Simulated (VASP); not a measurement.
Wanted: the native input for a VASP 6.6.1 run.

```
Task                   : relaxation of cell and atoms
Functional             : PBE
Potentials or basis    : VASP PAW PBE potentials, release 64 (Cd, Cu, O)
Cutoff                 : 520 eV
k mesh                 : 4 × 4 × 3
Occupations            : gaussian, width 0.15 eV
Spin                   : no spin polarisation
Further INCAR settings : PREC = Normal; ALGO = Fast; EDIFF = 0.0001; IBRION = 2; EDIFFG = -0.08; NSW = 24; ISIF = 3
```

The structure of Cd2CuO3 lies in POSCAR:

```
Cd2CuO3
1.0
    3.5716134400      0.0000000000      0.0000000000
    0.0000000000      3.5716134400      0.0000000000
    0.0000000000      0.0000000000      5.9411503500
Cd Cu O
2 1 3
Direct
    0.5000000000      0.0000000000      0.2671410100
    0.0000000000      0.5000000000      0.7328589900
    0.5000000000      0.5000000000      0.0000000000
    0.0000000000      0.0000000000      0.0000000000
    0.5000000000      0.0000000000      0.6756250300
    0.0000000000      0.5000000000      0.3243749700
```

The cell was built by a generator and needn't be a form met in nature.

One way to write it, as run:

INCAR

```
PREC     = Normal         # precision mode
ENCUT    = 520            # plane-wave cutoff, eV
EDIFF    = 1E-4           # SCF threshold, eV
ISMEAR   = 0              # smearing method
SIGMA    = 0.15           # smearing width, eV
LREAL    = False          # projectors in reciprocal space
LASPH    = True           # aspherical terms in the spheres
NELM     = 60             # most SCF steps
ALGO     = Fast           # electronic algorithm
ISIF     = 3              # what is computed and relaxed
LWAVE    = False          # write WAVECAR
LCHARG   = False          # write CHGCAR
GGA      = PE             # functional
IBRION   = 2              # ionic algorithm
NSW      = 24             # ionic steps
EDIFFG   = -0.08          # ionic threshold
```

KPOINTS

```
Automatic mesh
0
Gamma
  4 4 3
```

Potentials or basis: VASP PAW PBE potentials, release 64 (Cd, Cu, O).

The run is started by

```console
$ cat potpaw_PBE.64/Cd/POTCAR potpaw_PBE.64/Cu/POTCAR potpaw_PBE.64/O/POTCAR > POTCAR
$ mpirun -np 1 vasp_std > vasp.out
```

It gave:

```json
{"Relaxed volume": "12.29 Å³/atom", "Relaxed cell": "a = 3.146 Å, b = 3.146 Å, c = 7.450 Å, α = 90.00°, β = 90.00°, γ = 90.00°", "Space group after relaxing (to 0.05 Å)": "P-4m2 (No. 115)", "Energy gained by relaxing": "478.2 meV/atom", "Ionic steps": "16", "Pressure after relaxing": "-0.3 GPa", "Largest force after relaxing": "0.071 eV/Å", "Band gap on the k mesh": "none (metal or under the smearing width)"}
```

Caveat: the k mesh is coarse (spacing up to 0.44 Å⁻¹), so the values aren't converged; an odd number of electrons without spin polarisation forces a metal; a magnetic or distorted state may lie lower; the run has no spin polarisation, though such a crystal can be magnetic; semilocal functionals often make such compounds metallic where correlation or magnetic order opens a gap, which also shifts bond lengths; the relaxation stopped at a loose force limit of 0.08 eV/Å, so its end isn't a converged minimum.

Run time: 3.5 min on 1 thread of Intel(R) Xeon(R) Platinum 8259CL CPU @ 2.50GHz (Skylake/Cascade Lake), on a shared host, peak memory 0.16 GiB.
